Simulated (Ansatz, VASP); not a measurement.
# One calculation of Al3BP2, two programs

```
Al B P
1.0
     4.56664    0.00000    0.00000
     0.00000    4.56664    0.00000
     0.00000    0.00000    7.81502
Al B P
3 1 2
Direct
  0.00000 0.00000 0.17426
  0.00000 0.00000 0.82574
  0.00000 0.00000 0.50000
  0.50000 0.50000 0.50000
  0.00000 0.50000 0.50000
  0.50000 0.00000 0.50000
```

Alike in both runs: functional PBE; k mesh 8 × 8 × 6; occupations gaussian, width 0.1 eV; no spin polarisation.

Ansatz relaxed the structure, and its values are those at the end. VASP's run is a single point on that final structure, the one shown.

|  | VASP | Ansatz |
| --- | --- | --- |
| version | VASP 6.6.1 | Ansatz 0.2.0 |
| potentials or method | VASP PAW PBE potentials, release 64 (Al, B, P) | scalar-relativistic, plane waves, PAW |
| plane-wave cutoff (eV) | 520 | 420 |
| valence electrons in the cell | 22 | 22 |

```csv
,VASP,Ansatz,Ansatz less VASP
gap on the k mesh at the Fermi level (eV),none,none,-
pressure (GPa),0.0,0.0,+0.04
```

A gap of «none» marks a metal or a gap that the smearing closes.
